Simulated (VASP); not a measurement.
All values below come from PBE GGA, VASP's PBE PAW potentials (set 64) (plane waves; VASP).

Gaps are without spin-orbit coupling.

- volume per atom = 38.63 Å³/atom
- band gap (over mesh and band path) = 3.61 eV
- smallest direct gap (over mesh and band path) = 3.70 eV
- Hill bulk modulus = 76 kbar
- Hill shear modulus = 4.2 GPa

**Question.** Which relaxed crystal gives these values?
A) MgI2, P-3m1 (164)
B) RuS2, Pa-3 (205)
C) WSe2, P6_3/mmc (194)
D) GaN, F-43m (216)

**Answer.** A, MgI2, P-3m1 (164)
